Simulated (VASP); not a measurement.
Input:

```
Sb
1.0
    4.09549    -2.20076     0.01792
    4.09549     2.20076     0.01792
    2.89705     0.00000     3.63646
Sb
2
Cartesian
  2.56853   0.00000   0.85069
  8.51951   0.00000   2.82162
```

Computed with revPBE GGA, VASP's PBE PAW potentials (set 64) (plane waves; VASP). Settings: 520 eV cut-off, 7×7×7 Γ-centred mesh, Gaussian smearing of 0.050 eV, potentials Sb.

**Question.** What does the run give for the energy per atom (σ→0)?

**Answer.** 
The energy per atom (σ→0) is -3.837 eV/atom.

Total energies compare only between runs with the same potentials, cut-off and functional.

The compound is Sb in the a7 structure. It was relaxed first, which changed the volume by +8 %.
